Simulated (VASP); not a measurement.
Runs of VASP 6.6.1 on CaCuH2. The structure is trigonal, space group R-3m (No. 166). The conventional cell has a = 3.890 Å, b = 3.890 Å, c = 13.072 Å, α = 90.00°, β = 90.00°, γ = 120.00°. Ca (site symmetry -3m) has 6 H at 2.33 Å as nearest neighbours. Cu (site symmetry -3m) has 2 H at 1.54 Å as nearest neighbours. Around H (site symmetry 3m) lie 1 Cu at 1.54 Å. The cell was built by a generator and needn't be a form met in nature.

```csv
task,level,potentials or basis,U,cell,cutoff (eV),smearing,LDAUTYPE,hund's J,gap on the mesh (eV),pressure (GPa),largest force (eV/Å)
relaxation of the atoms,RPBE,"VASP PAW PBE potentials, release 64 (Ca_sv, Cu, H)",-,atoms relaxed,520,gaussian 0.05 eV,-,-,none,1.9,0.01
relaxation of cell and atoms,PBE,"VASP PAW PBE potentials, release 64 (Ca_sv, Cu, H)",-,relaxed,600,gaussian 0.05 eV,-,-,none,0.0,0.02
single point,PBE,"VASP PAW PBE potentials, release 64 (Ca_sv, Cu, H)",-,as given,520,fermi-dirac 0.05 eV,-,-,none,(a),0.03
band structure,PBEsol+D4+U,"VASP PAW PBE potentials, release 64 (Ca_sv, Cu, H_s)","Cu d U = 6 eV, J = 1.0 eV","atoms moved at random, drawn with an rms of 0.15 Å",400,fermi-dirac 0.05 eV,1,1,-,-0.4,1.52
```

Alike in all rows: no spin polarisation; k mesh 8 × 8 × 8.

Question: Estimate the missing entries.

Answer: (a) 0.2.

Caveats: the PAW data sets were made with another functional, which shifts forces and pressure a little (some runs); U without spin polarisation on a metal has little footing (some runs); pairwise dispersion overbinds metals, which lowers pressure and volume (some runs); the U is typed as a test and isn't derived for this compound (some runs).

A gap of «none» marks a metal or a gap under the smearing width.
